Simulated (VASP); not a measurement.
```
CELL_PARAMETERS angstrom
      0.00000     3.24482     3.24482
      3.24482     0.00000     3.24482
      3.24482     3.24482     0.00000
ATOMIC_POSITIONS crystal
  Cd 0.00000 0.00000 0.00000
  Te 0.25000 0.25000 0.25000
```

All values below come from PBE GGA, VASP's PBE PAW potentials (set 64) (plane waves; VASP). Settings: 520 eV cut-off, 7×7×7 Γ-centred mesh, Gaussian smearing of 0.050 eV, potentials Cd Te.

### Question
Give the stress tensor in GPa (positive for a compressed cell).

### Answer

```
2.52  0.00  0.00
0.00  2.52  0.00
0.00  0.00  2.52
```
The pressure is its mean diagonal, 2.52 GPa.

The compound is CdTe in the zinc blende structure. This cell is one point of a volume scan, at 0.94 of the reference volume.
